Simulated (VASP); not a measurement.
Consider the following.

```yaml
crystal:
  lattice:
    - [-1.43500, 1.43500, 1.43500]
    - [1.43500, -1.43500, 1.43500]
    - [1.43500, 1.43500, -1.43500]
  atoms:
    - { symbol: Fe, position: [0.00000, 0.00000, 0.00000], spin: 2.5 }
```

The numbers are results of PBE GGA, VASP's PBE PAW potentials (set 64) (plane waves; VASP), not measurements. Settings: 400 eV cut-off, 7×7×7 Γ-centred mesh, first-order Methfessel-Paxton smearing of 0.10 eV, potentials Fe.

Q: Give the stress tensor in GPa (positive for a compressed cell).

A: 
```
-6.70   0.00   0.00
 0.00  -6.70   0.00
 0.00   0.00  -6.70
```
The pressure is its mean diagonal, -6.70 GPa.

The compound is Fe in the bcc structure. The cell was not relaxed at this level. The k-mesh is coarse (spacing up to 0.44 per Å, 2π included), so the numbers may not be converged in it. The run is one of a series of settings (KPOINTS 7×7×7 Γ-centred mesh against the base run), some of them coarse on purpose.
